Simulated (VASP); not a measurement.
# LiLaTeS: structure and properties in VASP, part 5 of 5

Aim: relax LiLaTeS, then compute properties on the relaxed cell. The cell is invented: it takes the structure of a Materials Project entry for LiPrS2 (space group 123 there), with some of its atoms replaced by other elements, volume scaled by an estimate. It may not be a known or stable phase.

VASP 6.6.1, plane waves and PAW; the level of theory is named at each step.

So far. Step 10 (Volume scan with LDA, volume scale 1): The run ends at a pressure of -0.02 GPa.

### 11. Volume scan with LDA, volume scale 1.02

Level of this step: LDA; plane waves and PAW (La, Te, S, Li_sv); invented cell (VASP).

INCAR reads:

```
SYSTEM = LiLaTeS
PREC = Accurate
ENCUT = 650
EDIFF = 1E-06
NELM = 100
ISMEAR = -1
SIGMA = 0.05
LREAL = .FALSE.
ALGO = Normal
GGA = CA
NBANDS = 19
LORBIT = 11
LWAVE = .FALSE.
LCHARG = .FALSE.
KPAR = 2
ISIF = 2
```

POSCAR reads:

```
LiLaTeS
1.0
    4.1001316301      0.0000000000      0.0000000000
    0.0000000000      4.1001316301      0.0000000000
    0.0000000000      0.0000000000      6.2323636869
La Te S Li
1 1 1 1
Direct
    0.5000000000      0.5000000000      0.5000000000
    0.5000000000      0.5000000000      0.0000000000
    0.0000000000      0.0000000000      0.5000000000
    0.0000000000      0.0000000000      0.0000000000
```

KPOINTS reads:

```
Automatic mesh
0
Gamma
6 6 4
0 0 0
```

Potentials, in the order of the species: La, Te, S and Li_sv (LDA family, release 64).

Started as:

```console
$ mpirun -np 2 vasp_std
```

The log of the run:

```text
[... set-up lines as in an earlier step ...]
 entering main loop
       N       E                     dE             d eps       ncg     rms          rms(c)
DAV:   1     0.229974636329E+03    0.22997E+03   -0.10916E+04  1140   0.184E+03
DAV:   2     0.252454643292E+02   -0.20473E+03   -0.19411E+03  1533   0.287E+02
DAV:   3    -0.192036628298E+02   -0.44449E+02   -0.41382E+02  1694   0.137E+02
DAV:   4    -0.225178924903E+02   -0.33142E+01   -0.32920E+01  1939   0.432E+01
[...]
DAV:  11    -0.223065495114E+02   -0.18587E-04   -0.60992E-05  2016   0.574E-02    0.280E-02
DAV:  12    -0.223065490443E+02    0.46713E-06   -0.26538E-05  1904   0.285E-02    0.440E-03
DAV:  13    -0.223065492289E+02   -0.18458E-06   -0.12780E-06  1368   0.839E-03
   1 F= -.22306549E+02 E0= -.22303488E+02  d E =-.612243E-02
```

The job ended after 28 s (2 MPI ranks of Intel Xeon 6975P-C (Granite Rapids), shared host; peak memory 0.56 GiB).

OUTCAR, selected parts (step 11):

```text
  Total       -0.7340973     -0.7340973     -0.7006504      0.0000000      0.0000000     -0.0000000
  in kB      -11.2257617    -11.2257617    -10.7142945      0.0000000      0.0000000     -0.0000000
  external PRESSURE =     -11.0552727 kB  Pullay stress =       0.0000000 kB

 POSITION                                       TOTAL-FORCE (eV/Angst)
 -----------------------------------------------------------------------------------
      2.05007      2.05007      3.11618         0.000000      0.000000      0.000000
      2.05007      2.05007      0.00000         0.000000      0.000000      0.000000
      0.00000      0.00000      3.11618         0.000000      0.000000      0.000000
      0.00000      0.00000      0.00000         0.000000      0.000000      0.000000
 -----------------------------------------------------------------------------------
    total drift:                                0.000000      0.000000      0.000000

  FREE ENERGIE OF THE ION-ELECTRON SYSTEM (eV)
  ---------------------------------------------------
  free  energy   TOTEN  =       -22.3065492289 eV

  energy  without entropy=      -22.3004268037  energy(sigma->0) =      -22.30348802

[... 1 part as in an earlier step ...]

[... 2 further parts left out ...]
[key lines of the parts left out:]
E-fermi :   5.3778
```

The pressure falls from -0.02 to -1.11 GPa.

The run ends at a pressure of -1.11 GPa.

### 12. Volume scan with LDA, volume scale 1.04

INCAR is that of step 11.

POSCAR reads:

```
LiLaTeS
1.0
    4.1267566075      0.0000000000      0.0000000000
    0.0000000000      4.1267566075      0.0000000000
    0.0000000000      0.0000000000      6.2728347149
La Te S Li
1 1 1 1
Direct
    0.5000000000      0.5000000000      0.5000000000
    0.5000000000      0.5000000000      0.0000000000
    0.0000000000      0.0000000000      0.5000000000
    0.0000000000      0.0000000000      0.0000000000
```

KPOINTS is that of step 11.

Started as:

```console
$ mpirun -np 2 vasp_std
```

The log of the run:

```text
[... set-up lines as in an earlier step ...]
 entering main loop
       N       E                     dE             d eps       ncg     rms          rms(c)
DAV:   1     0.227716079966E+03    0.22772E+03   -0.10870E+04  1140   0.186E+03
DAV:   2     0.233585014344E+02   -0.20436E+03   -0.19426E+03  1557   0.283E+02
DAV:   3    -0.194016927660E+02   -0.42760E+02   -0.39431E+02  1773   0.137E+02
DAV:   4    -0.225006878970E+02   -0.30990E+01   -0.30868E+01  1864   0.406E+01
[...]
DAV:  11    -0.222858561690E+02   -0.22382E-04   -0.91828E-05  2128   0.755E-02    0.283E-02
DAV:  12    -0.222858550381E+02    0.11309E-05   -0.33620E-05  1872   0.313E-02    0.496E-03
DAV:  13    -0.222858551905E+02   -0.15239E-06   -0.21804E-06  1520   0.104E-02
   1 F= -.22285855E+02 E0= -.22283011E+02  d E =-.568916E-02
```

Wall time 29 s (2 MPI ranks); peak memory 0.57 GiB; 56 s of CPU time.

From OUTCAR (step 12):

```text
  Total       -1.4668167     -1.4668167     -1.4427982      0.0000000      0.0000000     -0.0000000
  in kB      -21.9990978    -21.9990978    -21.6388720      0.0000000      0.0000000     -0.0000000
  external PRESSURE =     -21.8790225 kB  Pullay stress =       0.0000000 kB

 POSITION                                       TOTAL-FORCE (eV/Angst)
 -----------------------------------------------------------------------------------
      2.06338      2.06338      3.13642         0.000000      0.000000      0.000000
      2.06338      2.06338      0.00000         0.000000      0.000000      0.000000
      0.00000      0.00000      3.13642         0.000000      0.000000      0.000000
      0.00000      0.00000      0.00000         0.000000      0.000000      0.000000
 -----------------------------------------------------------------------------------
    total drift:                                0.000000      0.000000      0.000000

  FREE ENERGIE OF THE ION-ELECTRON SYSTEM (eV)
  ---------------------------------------------------
  free  energy   TOTEN  =       -22.2858551905 eV

  energy  without entropy=      -22.2801660268  energy(sigma->0) =      -22.28301061

[... 1 part as in an earlier step ...]

[... 2 further parts left out ...]
[key lines of the parts left out:]
E-fermi :   5.1999
```

The pressure falls from -1.11 to -2.19 GPa.

The run ends at a pressure of -2.19 GPa.

### 13. Volume scan with LDA, volume scale 1.06

A prediction first. A parabola through the 6 pressures of evenly scaled cells so far, P = -0.01 -59.7 t +121 t² GPa with t = ln(V/V₁) and V₁ the volume at scale 1, gives -3.08 GPa at t = +0.0583.

INCAR is that of step 12.

POSCAR reads:

```
LiLaTeS
1.0
    4.1530423901      0.0000000000      0.0000000000
    0.0000000000      4.1530423901      0.0000000000
    0.0000000000      0.0000000000      6.3127901534
La Te S Li
1 1 1 1
Direct
    0.5000000000      0.5000000000      0.5000000000
    0.5000000000      0.5000000000      0.0000000000
    0.0000000000      0.0000000000      0.5000000000
    0.0000000000      0.0000000000      0.0000000000
```

KPOINTS is that of step 12.

Started as:

```console
$ mpirun -np 2 vasp_std
```

The log of the run:

```text
[... set-up lines as in an earlier step ...]
 entering main loop
       N       E                     dE             d eps       ncg     rms          rms(c)
DAV:   1     0.230005392837E+03    0.23001E+03   -0.10744E+04  1143   0.184E+03
DAV:   2     0.259091191688E+02   -0.20410E+03   -0.19300E+03  1524   0.281E+02
DAV:   3    -0.191877740932E+02   -0.45097E+02   -0.41756E+02  1763   0.138E+02
DAV:   4    -0.224716057080E+02   -0.32838E+01   -0.32720E+01  1902   0.429E+01
[...]
DAV:  11    -0.222527891335E+02   -0.20270E-04   -0.59396E-05  1888   0.537E-02    0.201E-02
DAV:  12    -0.222527887916E+02    0.34187E-06   -0.36690E-05  2048   0.382E-02    0.620E-03
DAV:  13    -0.222527884030E+02    0.38856E-06   -0.52985E-06  1824   0.177E-02
   1 F= -.22252788E+02 E0= -.22250100E+02  d E =-.537754E-02
```

The job ended after 24 s (2 MPI ranks; peak memory 0.58 GiB).

From OUTCAR (step 13):

```text
  Total       -2.0863403     -2.0863403     -2.0445569      0.0000000      0.0000000      0.0000000
  in kB      -30.7002309    -30.7002309    -30.0853938      0.0000000      0.0000000      0.0000000
  external PRESSURE =     -30.4952852 kB  Pullay stress =       0.0000000 kB

 POSITION                                       TOTAL-FORCE (eV/Angst)
 -----------------------------------------------------------------------------------
      2.07652      2.07652      3.15640         0.000000      0.000000      0.000000
      2.07652      2.07652      0.00000         0.000000      0.000000      0.000000
      0.00000      0.00000      3.15640         0.000000      0.000000      0.000000
      0.00000      0.00000      0.00000         0.000000      0.000000      0.000000
 -----------------------------------------------------------------------------------
    total drift:                                0.000000      0.000000      0.000000

  FREE ENERGIE OF THE ION-ELECTRON SYSTEM (eV)
  ---------------------------------------------------
  free  energy   TOTEN  =       -22.2527884030 eV

  energy  without entropy=      -22.2474108596  energy(sigma->0) =      -22.25009963

[... 1 part as in an earlier step ...]

[... 2 further parts left out ...]
[key lines of the parts left out:]
E-fermi :   5.0267
```

The pressure falls from -2.19 to -3.05 GPa. The parabola predicted -3.08 GPa, -0.03 GPa off.

### 14. Comparing the runs

Times are for 2 MPI ranks of Intel Xeon 6975P-C (Granite Rapids), shared host. Results by setting:

| no. | volume scale | energy above the lowest point (meV/atom) | pressure (GPa) | time | memory (GiB) |
| --- | --- | --- | --- | --- | --- |
| 1 | 0.94 | 19.47 | 4.157 | 27 s | 0.53 |
| 2 | 0.96 | 8.46 | 2.617 | 28 s | 0.55 |
| 3 | 0.98 | 2.12 | 1.237 | 29 s | 0.56 |
| 4 | 1 | 0 | -0.02247 | 25 s | 0.57 |
| 5 | 1.02 | 1.68 | -1.106 | 28 s | 0.56 |
| 6 | 1.04 | 6.8 | -2.188 | 29 s | 0.57 |
| 7 | 1.06 | 15.03 | -3.050 | 24 s | 0.58 |

### 15. Fit for LDA

This step: Birch-Murnaghan fit, LDA; plane waves and PAW; invented cell (VASP 6.6.1).

Derived from the runs above.

This step gave:

```
pressure derivative of the bulk modulus : 4.102
r.m.s. error of the fit                 : 1.00e-6 eV/atom
minimum inside the sampled range        : yes
bulk modulus                            : 59.12 GPa
equilibrium volume of the fit           : 25.70 Å³/atom
```

The energy above the fitted minimum by volume:

```
volume (Å³/atom)  energy above the fitted minimum (eV/atom)
           24.14                                     0.0195
           24.65                                    0.00847
           25.17                                    0.00212
           25.68                                     3.0e-6
           26.19                                    0.00169
           26.71                                    0.00681
           27.22                                     0.0150
```

The fitted volume lies +0.08 % from the relaxed one.

### 16. Self-consistent run (LDA), changed input

This step: LDA, spin-polarised from a ferromagnetic start; plane waves and PAW (La, Te, S, Li_sv); invented cell (VASP 6.6.1).

This run is made with a changed input; what comes of it follows.

INCAR: that of step 13 with these lines changed.

```diff
@@ -4,3 +4,3 @@
 EDIFF = 1E-06
-NELM = 100
+NELM = 77
 ISMEAR = -1
@@ -16 +16,3 @@
 ISIF = 2
+ISPIN = 2
+MAGMOM = 1.0 1.0 1.0
```

POSCAR reads:

```
LiLaTeS
1.0
    4.0731562989      0.0000000000      0.0000000000
    0.0000000000      4.0731562989      0.0000000000
    0.0000000000      0.0000000000      6.1913601071
La Te S Li
1 1 1 1
Direct
    0.5000000000      0.5000000000      0.5000000000
    0.5000000000      0.5000000000      0.0000000000
    0.0000000000      0.0000000000      0.5000000000
    0.0000000000      0.0000000000      0.0000000000
```

KPOINTS is that of step 13.

Started as:

```console
$ mpirun -np 2 vasp_std
```

The log of the run:

```text
running    2 mpi-ranks, on    1 nodes
[...]
-----------------------------------------------------------------------------
|                                                                             |
|     EEEEEEE  RRRRRR   RRRRRR   OOOOOOO  RRRRRR      ###     ###     ###     |
|     E        R     R  R     R  O     O  R     R     ###     ###     ###     |
|     E        R     R  R     R  O     O  R     R     ###     ###     ###     |
|     EEEEE    RRRRRR   RRRRRR   O     O  RRRRRR       #       #       #      |
|     E        R   R    R   R    O     O  R   R                               |
|     E        R    R   R    R   O     O  R    R      ###     ###     ###     |
|     EEEEEEE  R     R  R     R  OOOOOOO  R     R     ###     ###     ###     |
|                                                                             |
|     ERROR: You have set 3 value(s) for MAGMOM; however for                  |
|     spin-polarized calculations (ISPIN=2), MAGMOM has to be a list of       |
|     NIONS values. NIONS=4 in your calculation.                              |
|                                                                             |
|       ---->  I REFUSE TO CONTINUE WITH THIS SICK JOB ... BYE!!! <----       |
|                                                                             |
 -----------------------------------------------------------------------------

1
1
```

It took 2.8 s on 2 MPI ranks.

The input was rejected at the start.

VASP's message: “ERROR: You have set 3 value(s) for MAGMOM; however for spin-polarized calculations (ISPIN=2), MAGMOM has to be a list of”. No number of this run is used.

The fault in the input: wrong count of starting moments (ISPIN = 2 and MAGMOM = "1.0 1.0 1.0"). MAGMOM needs one number an atom.

### 17. Outcome

| Quantity | Value |
| --- | --- |
| relaxed volume | 25.68 Å³/atom |
| relaxed conventional cell a, b, c | 4.073, 4.073, 6.191 Å |
| space group after relaxing, within 0.02 Å | P4/mmm (No. 123) |
| band gap | none, a metal |
| DOS at the Fermi level | 0.751 states/eV/cell |
| bulk modulus from the fit | 59.1 GPa |
| volume from the fit | 25.7 Å³/atom |

What this shows: With LDA, LiLaTeS relaxes to 25.68 Å³/atom in space group P4/mmm (held by the symmetry of the run), comes out as a metal and has a bulk modulus of 59.1 GPa. Bands along the symmetry lines (LDA): Of the bands kept, 2 cross the Fermi level on this path. Spin-orbit coupling is left out, and with elements this heavy it would split and shift bands near the Fermi level. The k-sampling is coarse for a metal, so the Fermi level, pressures and the shape of the cell carry errors. No search among competing phases was made. All values are for a static lattice at zero temperature.

[Lines on the potential files, build, host, timing and source positions are cut from VASP's logs without a mark.]

[Logs are printed without paths, hosts, clocks, repeated set-up lines and the standing remarks that a program may print on its own settings, such as how far it seeks lower states.]

[Hosts, paths, dates, database ids (printed as entryN), source tags and the programs' standing remarks are cut or masked in the printed files.]

[A measured line is paired with the nearest computed mode of its activity, which favours agreement.]
